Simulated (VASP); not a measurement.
Calculation: PBEsol GGA, VASP's PBE PAW potentials (set 64) (plane waves; VASP).

A VASP calculation is set up with these files.

### POSCAR
```
KBr
1
    0.0000000000     3.2793163388     3.2793163388
    3.2793163388     0.0000000000     3.2793163388
    3.2793163388     3.2793163388     0.0000000000
K Br
1 1
Direct
  0.0000000000   0.0000000000   0.0000000000
  0.5000000000   0.5000000000   0.5000000000
```

**INCAR**
```
ALGO = Normal
EDIFF = 1E-7
ENCUT = 520
GGA = PS
ICHARG = 11
ISMEAR = 0
LASPH = .True.
LCHARG = .False.
LMAXMIX = 4
LORBIT = 11
LREAL = .False.
LWAVE = .False.
NELM = 100
PREC = Accurate
SIGMA = 0.05
SYSTEM = KBr
```

### KPOINTS
```
k-points along high-symmetry lines
15
Line-mode
Reciprocal
  0.000000   0.000000   0.000000 ! GAMMA
  0.500000   0.000000   0.500000 ! X

  0.500000   0.000000   0.500000 ! X
  0.625000   0.250000   0.625000 ! U

  0.375000   0.375000   0.750000 ! K
  0.000000   0.000000   0.000000 ! GAMMA

  0.000000   0.000000   0.000000 ! GAMMA
  0.500000   0.500000   0.500000 ! L

  0.500000   0.500000   0.500000 ! L
  0.500000   0.250000   0.750000 ! W

  0.500000   0.250000   0.750000 ! W
  0.500000   0.000000   0.500000 ! X
```

POTCAR, in this order: K_sv Br (PBE.64 set). Program: vasp_std. Read from the step before: CHGCAR.

The resulting files:

OUTCAR:
```
 ion  position               nearest neighbor table
   1  0.000  0.000  0.000-   2 3.28   2 3.28   2 3.28   2 3.28   2 3.28   2 3.28
   2  0.500  0.500  0.500-   1 3.28   1 3.28   1 3.28   1 3.28   1 3.28   1 3.28
  LATTYP: Found a face centered cubic cell.
 ALAT       =     6.5586326776
 Subroutine PRICEL returns:
 Original cell was already a primitive cell.
 Subroutine GETGRP returns: Found 48 space group operations
The static configuration has the point symmetry O_h .
The dynamic configuration has the point symmetry O_h .
 Subroutine INISYM returns: Found 48 space group operations
   k-points           NKPTS =     90   k-points in BZ     NKDIM =     90   number of bands    NBANDS=     12
   number of dos      NEDOS =    301   number of ions     NIONS =      2
   total plane-waves  NPLWV =  46656
   dimension x,y,z NGX =    36 NGY =   36 NGZ =   36
   dimension x,y,z NGXF=    72 NGYF=   72 NGZF=   72
   ions per type =               1   1
   PREC   = accura    normal or accurate (medium, high low for compatibility)
   ISTART =      0    job   : 0-new  1-cont  2-samecut
   ICHARG =     11    charge: 1-file 2-atom 10-const
   ISPIN  =      1    spin polarized calculation?
   LNONCOLLINEAR =      F non collinear calculations
   LSORBIT =      F    spin-orbit coupling
   INIWAV =      1    electr: 0-lowe 1-rand  2-diag
   ENCUT  =  520.0 eV  38.22 Ry    6.18 a.u.   8.62  8.62  8.62*2*pi/ulx,y,z
...
```

**OSZICAR**
```
       N       E                     dE             d eps       ncg     rms          rms(c)
DAV:   1     0.100955758550E+03    0.10096E+03   -0.70801E+03  2160   0.117E+03
DAV:   2     0.735915107527E+00   -0.10022E+03   -0.92969E+02  2616   0.266E+02
DAV:   3    -0.576320963342E+01   -0.64991E+01   -0.64292E+01  2776   0.619E+01
DAV:   4    -0.604748033105E+01   -0.28427E+00   -0.28396E+00  3808   0.111E+01
DAV:   5    -0.604905895930E+01   -0.15786E-02   -0.15786E-02  2760   0.879E-01
DAV:   6    -0.604909748181E+01   -0.38523E-04   -0.38522E-04  3196   0.918E-02
DAV:   7    -0.604909784153E+01   -0.35972E-06   -0.35970E-06  3004   0.120E-02
DAV:   8    -0.604909784645E+01   -0.49151E-08   -0.49038E-08  2236   0.135E-03
   1 F= -.60490978E+01 E0= -.60490978E+01  d E =-.786587E-18
```

**OUTCAR**
```
 val. band max:       -1.7517013115   @ k =   0.0000   0.0000   0.0000

 cond. band min:       2.5734223054   @ k =   0.0000   0.0000   0.0000



 k-point     1 :       0.0000    0.0000    0.0000
  band No.  band energies     occupation
      1     -29.3241      2.00000
      2     -14.0819      2.00000
      3     -12.8685      2.00000
      4     -12.8685      2.00000
      5     -12.8685      2.00000
      6      -1.7517      2.00000
      7      -1.7517      2.00000
      8      -1.7517      2.00000
      9       2.5734      0.00000
     10       5.7774      0.00000
     11       5.7774      0.00000
     12       5.7774      0.00000

 k-point     2 :       0.0357    0.0000    0.0357
  band No.  band energies     occupation
      1     -29.3240      2.00000
      2     -14.0851      2.00000
      3     -12.8690      2.00000
      4     -12.8690      2.00000
      5     -12.8633      2.00000
      6      -1.7838      2.00000
      7      -1.7566      2.00000
      8      -1.7566      2.00000
      9       2.6212      0.00000
     10       5.7360      0.00000
     11       5.8111      0.00000
     12       5.8111      0.00000

 k-point     3 :       0.0714    0.0000    0.0714
  band No.  band energies     occupation
      1     -29.3237      2.00000
      2     -14.0939      2.00000
      3     -12.8705      2.00000
      4     -12.8705      2.00000
      5     -12.8489      2.00000
      6      -1.8725      2.00000
      7      -1.7709      2.00000
      8      -1.7709      2.00000
      9       2.7566      0.00000
     10       5.6212      0.00000
     11       5.9113      0.00000
     12       5.9113      0.00000

 k-point     4 :       0.1071    0.0000    0.1071
  band No.  band energies     occupation
      1     -29.3232      2.00000
      2     -14.1057      2.00000
      3     -12.8729      2.00000
      4     -12.8729      2.00000
      5     -12.8289      2.00000
      6      -1.9994      2.00000
      7      -1.7932      2.00000
...
```

The density is held fixed in this step, so its total energy and stress have no physical meaning.

The compound is KBr in the rock salt structure. It was relaxed first.
